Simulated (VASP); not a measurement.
## Rb (relaxed from the fcc structure, space group Fm-3m): computed properties

All values below come from PBEsol GGA, VASP's PBE PAW potentials (set 64) (plane waves; VASP 6.6.1).

| Item | Result |
|---|---|
| space group | Fm-3m (225) |
| cell | a = 7.0393 Å, b = 7.0393 Å, c = 7.0393 Å, α = 90.00°, β = 90.00°, γ = 90.00° |
| volume per atom | 87.20 Å³/atom |
| band gap (over mesh and band path) | none (metal, semimetal or under 0.01 eV) |
| density | 1.63 g/cm³ |

```
Rb
1.0
    0.00000     3.51967     3.51967
    3.51967     0.00000     3.51967
    3.51967     3.51967     0.00000
Rb
1
Direct
  0.00000   0.00000   0.00000
```

The structure was generated: Rb was put into the fcc type (Fm-3m), which need not be its known phase. It was relaxed first. Symmetry was kept, so distortions that lower it aren't found.
